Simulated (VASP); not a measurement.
The system is Hf3SnS4.

```
CELL_PARAMETERS angstrom
-3.27840 3.27840 4.96599
3.27840 -3.27840 4.96599
3.27840 3.27840 -4.96599
ATOMIC_POSITIONS crystal
Hf 0.50000 0.00000 0.50000
Hf 0.00000 0.50000 0.50000
Hf 0.00000 0.00000 0.00000
Sn 0.50000 0.50000 0.00000
S 0.75000 0.25000 0.50000
S 0.25000 0.75000 0.50000
S 0.26033 0.26033 0.00000
S 0.73967 0.73967 0.00000
```

The cell was built by a generator and needn't be a form met in nature.

| Property | Result |
| --- | --- |
| Program | VASP 6.6.1 |
| Task | relaxation of cell and atoms |
| Functional | PBE |
| Potentials or basis | VASP PAW PBE potentials, release 64 (Hf_pv, Sn_d, S) |
| Cutoff | 520 eV |
| k mesh | 3 × 3 × 3 |
| Occupations | gaussian, width 0.15 eV |
| Spin | no spin polarisation |

At the start: pressure -3.2 GPa; volume 26.69 Å³/atom.

Task: Where does the relaxation end?

Result: Over 8 steps the energy falls by 196.6 meV/atom and the volume is 24.68 Å³/atom (-7.5 %); space group I4/mmm (No. 139, to 0.05 Å).

Step by step:
```tsv
step	energy change (eV)	largest force (eV/Å)	pressure (GPa)	volume (Å³)
1	0.0000	4.0110	-3.22	213.50
2	-1.2014	1.6194	2.94	197.35
3	-1.2140	1.0947	3.88	195.52
4	-1.4703	1.1748	-0.84	200.40
5	-1.5516	0.4912	0.36	198.72
6	-1.5577	0.3427	-1.24	199.60
7	-1.5676	0.0008	-0.57	199.21
8	-1.5725	0.0466	-0.28	197.46
```

Final structure:
```
Hf Sn S
1.0
    -3.14966    3.14966    4.97620
     3.14966   -3.14966    4.97620
     3.14966    3.14966   -4.97620
Hf Sn S
3 1 4
Direct
  0.50000 0.00000 0.50000
  0.00000 0.50000 0.50000
  0.00000 0.00000 0.00000
  0.50000 0.50000 0.00000
  0.75000 0.25000 0.50000
  0.25000 0.75000 0.50000
  0.22930 0.22930 0.00000
  0.77070 0.77070 0.00000
```

Caveat: the k mesh is coarse (spacing up to 0.45 Å⁻¹), so the values aren't converged.
